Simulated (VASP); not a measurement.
Consider the following.

```yaml
crystal:
  lattice:
    - [0.00000, 2.65357, 2.71195]
    - [2.62298, 0.00000, 2.71195]
    - [2.62298, 2.65357, 0.00000]
  atoms:
    - { symbol: Co, position: [0.00000, 0.00000, 0.00000] }
    - { symbol: Si, position: [0.25000, 0.25000, 0.25000] }
    - { symbol: Si, position: [0.73994, 0.76006, 0.76006] }
```

Level of theory: PBE GGA + U (Dudarev), VASP's PBE PAW potentials (set 64) (plane waves; VASP). Run with 400 eV cut-off, 9×9×9 Γ-centred mesh, first-order Methfessel-Paxton smearing of 0.10 eV, potentials Co Si, U − J: Co 6.00 eV.

**Question.** Which forces act on the atoms, in eV/Å?

**Answer.** 
| atom | Fx | Fy | Fz |
|---|---|---|---|
| Co1 | 0.284 | 0.000 | 0.000 |
| Si2 | 0.130 | 0.000 | 0.000 |
| Si3 | -0.415 | 0.000 | 0.000 |

**Question.** Give the stress tensor in GPa (positive for a compressed cell).

**Answer.** 
```
-2.62   0.00   0.00
 0.00  -3.98   2.05
 0.00   2.05  -5.69
```
The pressure is its mean diagonal, -4.09 GPa.

The compound is CoSi2 in the fluorite structure. The cell was not relaxed at this level, atoms are displaced from their ideal sites. The run is one of a series of settings (LDAU = .TRUE., LDAUJ = 0 0, LDAUL = 2 -1, LDAUTYPE = 2, LDAUU = 6.0 0 against the base run), some of them coarse on purpose. The run is not spin-polarised, so no magnetic state was tried. The electron count is odd and the run is not spin-polarised, which forces a metal.
